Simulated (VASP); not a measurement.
Input:

```xyz
5
Lattice="3.9998 2.3093 3.2902 -3.9998 2.3093 3.2902 0.0000 -4.6186 3.2902" Properties=species:S:1:pos:R:3 pbc="T T T"
Cs     0.0000     0.0000     4.9353
Pb     0.0000     0.0000     0.0000
Cl     1.9271    -3.3378     4.9353
Cl     1.9271     3.3378     4.9353
Cl    -3.8542     0.0000     4.9353
```

The numbers are results of r2SCAN meta-GGA, VASP's PBE PAW potentials (set 64) (plane waves; VASP), not measurements. Numerical set-up: 400 eV cut-off, 4×4×4 Γ-centred mesh, Gaussian smearing of 0.050 eV, potentials Cs_sv Pb_d Cl.

Unless said otherwise, spin-orbit coupling is left out, though it shifts the bands of the heavy elements here.

Task: Estimate the energy per atom (σ→0), band gap (on the k-mesh) with the smallest direct gap where there is one.

Result: 
| Item | Result |
|---|---|
| band gap (on the k-mesh) | 2.53 eV |
| smallest direct gap (on the k-mesh) | 2.53 eV |
| energy per atom (σ→0) | -21.632 eV/atom |

The absolute energy has meaning only against runs of the same code, potentials and settings.

The structure comes from a computed database's CsPbCl3 entry (R32); how it stands against other phases isn't given here. It was relaxed first. The start is the result of an earlier pass.
